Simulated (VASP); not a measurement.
Given:

```
MoSe2
1.0
    3.31619     0.00000     0.00000
   -1.65810     2.87191     0.00000
    0.00000     0.00000    15.35597
Mo Se
2 4
Cartesian
  0.00000   0.00000   3.83899
  0.00000   0.00000  11.51697
  0.00000   1.91461   5.50950
  1.65810   0.95730   9.84647
  1.65810   0.95730  13.18748
  0.00000   1.91461   2.16849
```

Method: PBE GGA, VASP's PBE PAW potentials (set 64) (plane waves; VASP). Numerical set-up: 480 eV cut-off, 7×7×2 Γ-centred mesh, Gaussian smearing of 0.050 eV, potentials Mo Se.

Without a dispersion term in the relaxation, distances and binding between the weakly bound layers, chains or molecules are unreliable, and so is what depends on them.

Q: Estimate the energy per atom (σ→0).

A: 
```yaml
energy per atom (σ→0): -6.660 eV/atom
```

Total energies compare only between runs with the same potentials, cut-off and functional.

The structure comes from a computed database's MoSe2 entry (P6_3/mmc); how it stands against other phases isn't given here. It was relaxed first, which changed the volume by +10 %. The start is the result of an earlier pass.
